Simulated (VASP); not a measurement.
```
CELL_PARAMETERS angstrom
      1.37000    -2.37291     0.00000
      1.37000     2.37291     0.00000
      0.00000     0.00000     4.39000
ATOMIC_POSITIONS crystal
  Tc 0.33333 0.66667 0.25000
  Tc 0.66667 0.33333 0.75000
```

The base run (VASP): PBE GGA, plane waves, VASP's PBE PAW potentials (set 64). Settings: 400 eV cut-off, 14×14×8 Γ-centred mesh, first-order Methfessel-Paxton smearing of 0.10 eV, potentials Tc_pv.

One setting is varied; ΔE counts from the base run. The base run took about 10 core-seconds. Costs are core time on shared hosts, one run each; read them as rough ratios.

Pressures at a finite cut-off, here 400 eV, hold a Pulay part, which wasn't tested here.

```json
[
 {"setting": "ISYM = 1", "cost over the base run": "within a factor of 2", "electronic steps": "11", "ΔE (meV/atom)": "0.0", "pressure (GPa)": "1.63"},
 {"setting": "SYMPREC = 1E-3", "cost over the base run": "within a factor of 2", "electronic steps": "11", "ΔE (meV/atom)": "0.0", "pressure (GPa)": "1.63"},
 {"setting": "base run", "cost over the base run": "reference", "electronic steps": "11", "ΔE (meV/atom)": "0.0", "pressure (GPa)": "1.63"},
 {"setting": "ISYM = 0", "cost over the base run": "about 6 times", "electronic steps": "12", "ΔE (meV/atom)": "0.0", "pressure (GPa)": "1.63"},
 {"setting": "ISYM = -1", "cost over the base run": "about 10 times", "electronic steps": "12", "ΔE (meV/atom)": "0.0", "pressure (GPa)": "1.63"}
]
```

Left out are runs that failed, have no time on record or changed the cell.

The compound is Tc in the hcp structure. The cell was not relaxed at this level.
